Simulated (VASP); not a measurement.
A VASP calculation is set up with these files.

POSCAR:
```
PtSe2
1.0
  3.7239823824   0.0000000000   0.0000000000
 -1.8619911912   3.2250634525   0.0000000000
  0.0000000000   0.0000000000   5.7162911643
Pt Se
1 2
direct
  0.0000000000   1.0000000000   0.0000000000
  0.6666670000   0.3333330000   0.7713712827
  0.3333330000   0.6666670000   0.2286287173
```

**INCAR**
```
LMIXTAU = .TRUE.
ENCUT = 400   # plane-wave cut-off (eV)
EDIFFG = -0.02
SIGMA = 0.05   # width (eV)
ALGO = Normal
LREAL = .FALSE.   # projection in real space or not
NSW = 60
LASPH = .TRUE.   # aspherical one-centre terms
LCHARG = .FALSE.
LWAVE = .FALSE.
SYSTEM = PtSe2
NELM = 100   # most electronic steps
ISMEAR = 0   # Gaussian
PREC = Accurate
LMAXMIX = 6   # l cut-off of mixed one-centre charges
IBRION = 2
EDIFF = 1E-6   # SCF stop (eV)
ISIF = 3
METAGGA = R2SCAN
```

**KPOINTS**
```
Automatic
0
G
6 6 4
```

POTCAR, in this order: Pt Se (PBE.64 set). Program: vasp_std.

Problem. Write an equivalent input for Ansatz.

Solution. One equivalent input (not run):
Ansatz 0.2 input:
```yaml
crystal:
  lattice:
    - [3.7239824, 0.0000000, 0.0000000]
    - [-1.8619912, 3.2250635, 0.0000000]
    - [0.0000000, 0.0000000, 5.7162912]
  atoms:
    - { symbol: Pt, position: [0.0000000, 1.0000000, 0.0000000] }
    - { symbol: Se, position: [0.6666670, 0.3333330, 0.7713713] }
    - { symbol: Se, position: [0.3333330, 0.6666670, 0.2286287] }
kpoints:
  mp_grid: { grid: [6, 6, 4] }
hamiltonian:
  xc: r2scan
  pseudopotentials: { kind: paw }
scf:
  occupations: { method: gaussian, width: 0.05 }
  max_iter: 100
relax:
  max_steps: 60
  f_tol: 0.02
  cell: {}
output: { forces: true, stress: true, eigenvalues: true }
```
Limits of the translation: each code has its own PAW files, so the cut-off isn't converted (ENCUT is set for VASP's; basis.ecutwfc is left out, and Ansatz then takes the one that its files recommend); Ansatz stops its SCF on the density residual and VASP on the energy change (EDIFF).

The structure comes from a computed database's PtSe2 entry (P-3m1); how it stands against other phases isn't given here. It was relaxed first. The start is the result of an earlier pass.
